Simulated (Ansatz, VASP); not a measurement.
# W (W(100), 5 layers): VASP beside Ansatz, part 2 of 2

Wanted: the spread between two codes on one cell, functional and k mesh. Of the first pair: The structure shown is the start of the Ansatz relaxation below; VASP solves that cell, so the two are compared at the walk's first step.

VASP 6.6.1 and Ansatz 0.2.0.

So far. Step 4 (Differences): The forces differ by 86 meV/Å r.m.s., which is 10.2 % of the r.m.s. force of 0.841 eV/Å (both taken over all components). With vacuum in the cell, a pressure given here is an average over mostly empty space and none of the material.

### 6. Ansatz: relaxation, PBE

Level of this step: Ansatz beside VASP: Kohn-Sham DFT, plane waves, PBE (Ansatz).

This run makes the geometry at which the two programs are then compared.

The structure compared here is the end of the Ansatz relaxation.

input.yaml

```yaml
crystal:
  lattice:
    - [3.16, 0.0, 0.0]
    - [0.0, 3.16, 0.0]
    - [0.0, 0.0, 21.32]
  atoms:
    - { symbol: W, position: [0.0, 0.0, 0.351782364] }
    - { symbol: W, position: [0.5, 0.5, 0.425891182] }
    - { symbol: W, position: [0.0, 0.0, 0.5] }
    - { symbol: W, position: [0.5, 0.5, 0.574108818] }
    - { symbol: W, position: [0.0, 0.0, 0.648217636] }
kpoints:
  mp_grid: { grid: [8, 8, 1] }
hamiltonian:
  xc: pbe
scf:
  occupations: { method: fermi_dirac, width: 0.1 }
  convergence: { dr2_threshold: 1.0e-08 }
efield:
  axis: 3
  dipole_correction: true
  ramp_position: 0.97
  ramp_width: 0.04
relax:
  f_tol: 0.01
  constraints: [{ sites: [0, 1, 2] }]
output:
  write_potential: true
  write_density: true
  volumetric_format: npy
```

Launch:

```console
ansatz run input.yaml --threads 4 --pin off --max-ram 8192MiB --backend cpu --events-out ev --progress --plain --runs-dir out
```

Numbers of over 12 decimals in the logs are rounded to 6 here.

What it wrote:

```text
[...]
Crystal: 5 atoms, lattice volume = 212.893 Å³
Basis set: ecut = 420 eV, 4207 PW (Γ), exchange–correlation on 48×48×288 points (8 copies of the dense FFT grid, shifted against one another)
Bands: 42, of which v1, the nominal top of the filled ones, is band 35 counted from 1 (34 counted from 0)
Symmetry: 8 space group operations
k-points: 15 of 64
[...]
F+E_penalty+E_count = -51919.06216007 eV   max|allowed force component| = 8.530e-3 eV/Å
  atoms:
    - { symbol: W, position: [0.0, 0.0, 0.351782364] }
    - { symbol: W, position: [0.500000, 0.500000, 0.425891] }
    - { symbol: W, position: [0.0, 0.0, 0.5] }
    - { symbol: W, position: [0.500000, 0.500000, 0.577123] }
    - { symbol: W, position: [-5.3932163173605924e-18, 0, 0.644103] }
[key lines of the parts left out:]
SCF converged after 7 iterations
Free energy (F): -51919.062160 eV
Fermi energy:    5.870394 eV
Dipole field:    D = 0.005657 V/Å  (p = 0.006655 e·Å, saw-weighted, corrected)
Work function:   Φ+ = 4.1295 eV   Φ− = 4.2502 eV
```

### 7. VASP: single point, PBE, relaxed cell, pair 2

The same cell, functional, mesh and smearing now go to VASP, with its own data sets.

INCAR

```
SYSTEM = W
PREC = Accurate
ENCUT = 520
EDIFF = 1E-06
NELM = 120
ISMEAR = -1
SIGMA = 0.1
LREAL = .FALSE.
ALGO = Normal
GGA = PE
NBANDS = 21
LASPH = .TRUE.
LORBIT = 11
LWAVE = .FALSE.
LCHARG = .FALSE.
ISIF = 2
LDIPOL = .TRUE.
IDIPOL = 3
DIPOL = 0.5 0.5 0.5
LVHAR = .TRUE.
GGA_COMPAT = .FALSE.
NELMDL = -8
KPAR = 2
```

POSCAR

```
W
1.0
    3.1600000000      0.0000000000      0.0000000000
    0.0000000000      3.1600000000      0.0000000000
    0.0000000000      0.0000000000     21.3200000000
W
5
Direct
    0.0000000000      0.0000000000      0.3517823640
    0.5000000000      0.5000000000      0.4258911820
    0.0000000000      0.0000000000      0.5000000000
    0.5000000000      0.5000000000      0.5771233511
    0.0000000000      0.0000000000      0.6441033030
```

KPOINTS

```
Automatic mesh
0
Gamma
8 8 1
0 0 0
```

PAW data sets: W (PBE family, release 64).

Launch:

```console
mpirun -np 2 vasp_std
```

What it wrote:

```text
[... set-up lines as in an earlier step ...]
 entering main loop
       N       E                     dE             d eps       ncg     rms          rms(c)
DAV:   1     0.147717744049E+03    0.14772E+03   -0.11169E+04   630   0.113E+03
DAV:   2    -0.456074621654E+02   -0.19333E+03   -0.18295E+03   907   0.241E+02
DAV:   3    -0.636983723361E+02   -0.18091E+02   -0.17060E+02   806   0.710E+01
DAV:   4    -0.649316772416E+02   -0.12333E+01   -0.11903E+01  1090   0.164E+01
[...]
DAV:  31    -0.600108520504E+02   -0.10089E-04   -0.18524E-06   571   0.624E-03    0.449E-03
DAV:  32    -0.600108545098E+02   -0.24594E-05   -0.60165E-07   509   0.511E-03    0.285E-03
DAV:  33    -0.600108550317E+02   -0.52191E-06   -0.23385E-07   465   0.300E-03
   1 F= -.60010855E+02 E0= -.59923494E+02  d E =-.174723E+00
```

OUTCAR, selected parts (step 7):

```text
  Total       -6.1303133     -6.1303133     -3.3766432      0.0000000     -0.0000000      0.0000000
  in kB      -46.1351449    -46.1351449    -25.4117393      0.0000000     -0.0000000      0.0000000
  external PRESSURE =     -39.2273431 kB  Pullay stress =       0.0000000 kB

 POSITION                                       TOTAL-FORCE (eV/Angst)
 -----------------------------------------------------------------------------------
      0.00000      0.00000      7.50000        -0.000000     -0.000000      1.418222
      1.58000      1.58000      9.08000         0.000000     -0.000000     -1.166974
      0.00000      0.00000     10.66000         0.000000     -0.000000     -0.084732
      1.58000      1.58000     12.30427         0.000000      0.000000      0.133908
      0.00000      0.00000     13.73228         0.000000     -0.000000     -0.300424
 -----------------------------------------------------------------------------------
    total drift:                                0.000000      0.000000      0.001087

  FREE ENERGIE OF THE ION-ELECTRON SYSTEM (eV)
  ---------------------------------------------------
  free  energy   TOTEN  =       -60.0108550317 eV

  energy  without entropy=      -59.8361324703  energy(sigma->0) =      -59.92349375

[... 2 parts as in an earlier step ...]

[... 1 further part left out ...]
[key lines of the parts left out:]
E-fermi :   0.3399
```

### 8. Side by side

What differs besides the data sets and the points named for the pairs above, as far as they apply: the data sets hold 70 valence electrons in Ansatz (on its default PAW (the set named soft_2) files) and 30 in VASP. Total energies have different zeros and are not compared.

Both answers:

```
                                   quantity  Ansatz  VASP  difference
 work function, lower of the two faces (eV)    4.13  4.14       -0.01
work function, higher of the two faces (eV)    4.25  4.27       -0.02
```

Forces (eV/Å; atoms numbered as in POSCAR):

```
atom        Ansatz x, y, z          VASP x, y, z
  W1   0.000, 0.000, 1.184   0.000, 0.000, 1.418
  W2  0.000, 0.000, -1.150  0.000, 0.000, -1.167
  W3  0.000, 0.000, -0.043  0.000, 0.000, -0.085
  W4   0.000, 0.000, 0.009   0.000, 0.000, 0.134
  W5   0.000, 0.000, 0.001  0.000, 0.000, -0.300
```

The forces differ by 104 meV/Å r.m.s., which is 21.7 % of the r.m.s. force of 0.482 eV/Å (both taken over all components). With vacuum in the cell, a pressure given here is an average over mostly empty space and none of the material.

### 9. What came out

```yaml
r_m_s_force_difference_single_point_pbe_start_cell_pair_1: 10 % of the r.m.s. force
r_m_s_force_difference_single_point_pbe_relaxed_cell_pair_2: 22 % of the r.m.s. force
```

The r.m.s. force difference is 22 % of the r.m.s. force (single point, PBE, relaxed cell, pair 2), beyond the 3 % picked in this series as the mark of a large difference. The data sets hold unlike numbers of valence electrons (70 in Ansatz and 30 in VASP), so part of the differences comes from the potentials. Single point, PBE, start cell, pair 1, VASP with the data sets W_sv and a cutoff of 400 eV: r.m.s. force difference goes from 86 to 13 meV/Å. What causes the difference of the single point, PBE, relaxed cell, pair 2 pair stays open here. Such differences can come from data sets, numerical settings and the points named under the comparisons, not from the functional's error against experiment.

[Lines on the potential files, build, host, timing and source positions are cut from VASP's logs without a mark.]

[Logs are printed without paths, hosts, clocks, repeated set-up lines and the standing remarks that a program may print on its own settings, such as how far it seeks lower states.]

[Hosts, paths, dates, database ids (printed as entryN), source tags and the programs' standing remarks are cut or masked in the printed files.]
